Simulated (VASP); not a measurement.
Al$_{2}$Ga$_{2}$N$_{4}$ (ordered alloy cell): computed properties

Calculation: PBEsol GGA, VASP's PBE PAW potentials (set 64) (plane waves; VASP).

```json
{
  "space_group": "R3m (160)",
  "cell": "a = b = 3.1380 Å, c = 15.3647 Å, α = β = 90.00°, γ = 120.00°",
  "volume_per_atom": "10.92 Å³/atom",
  "band gap (on the k-mesh)": "2.67 eV",
  "smallest direct gap (on the k-mesh)": "2.67 eV",
  "band_edge_character": "direct, Γ to Γ",
  "density": "4.74 g/cm³"
}
```

```cif
data_Al3Ga3N6
_chemical_formula_sum 'Ga3 N6 Al3'
_space_group_name_H-M_alt 'R3m :H'
_space_group_IT_number 160
_space_group_name_Hall 'R 3 -2"'
_cell_length_a 3.13796
_cell_length_b 3.13796
_cell_length_c 15.36471
_cell_angle_alpha 90.000
_cell_angle_beta 90.000
_cell_angle_gamma 120.000
loop_
_atom_site_label
_atom_site_type_symbol
_atom_site_symmetry_multiplicity
_atom_site_Wyckoff_symbol
_atom_site_fract_x
_atom_site_fract_y
_atom_site_fract_z
_atom_site_occupancy
Ga1 Ga 3 a 0.00000 0.00000 0.00020 1
N1 N 3 a 0.00000 0.00000 0.62255 1
N2 N 3 a 0.00000 0.00000 0.12757 1
Al1 Al 3 a 0.00000 0.00000 0.49967 1
```
(The calculation used a cell of 8 atoms; values per cell refer to that cell.)

The structure was generated: Al2Ga2N4 was put into an ordered model structure (R3m), which need not be its known phase. It was relaxed first. Symmetry was kept, so distortions that lower it aren't found.
